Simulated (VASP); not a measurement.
Computed with HSE06 screened hybrid, VASP's PBE PAW potentials (set 64) (plane waves; VASP). For the first row: Run with 520 eV cut-off, 6×6×6 Γ-centred mesh, Gaussian smearing of 0.050 eV, potentials Ag I.

```csv
system,energy (eV/atom)
AgI (zinc blende),-2.8774
Ag atom,-0.4889
I atom,-0.8851
```

Atoms are spin-polarised in a large box without symmetry, with the spin fixed by Hund's rule, and may not be in the lowest state of each functional; no zero-point energy is added.  Spin-orbit coupling is left out, which shifts such energies by up to tenths of an eV for the heavy elements here.

### Question
What is the cohesive energy per atom of AgI?

### Answer
The references average (1×(-0.4889) + 1×(-0.8851))/2 = -0.6870 eV, so the cohesive energy is -0.6870 − (-2.8774) = 2.190 eV/atom.

The cell's shape comes from a PBE relaxation.
